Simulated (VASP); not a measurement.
Input:

```xyz
2
Lattice="0.0000 2.5379 2.5379 2.5379 0.0000 2.5379 2.5379 2.5379 0.0000" Properties=species:S:1:pos:R:3 pbc="T T T"
Be     0.0000     0.0000     0.0000
Se     1.2690     1.2690     1.2690
```

All values below come from PBE GGA with D4 dispersion, VASP's PBE PAW potentials (set 64) (plane waves; VASP). Run with 520 eV cut-off, 9×9×9 Γ-centred mesh, Gaussian smearing of 0.050 eV, potentials Be Se.

Question: Estimate the energy per atom (σ→0), pressure.

Answer: 
| Property | Result |
|---|---|
| energy per atom (σ→0) | -4.700 eV/atom |
| pressure | 2.61 GPa |

The compound is BeSe in the zinc blende structure. This cell is one point of a volume scan, at 0.97 of the reference volume.
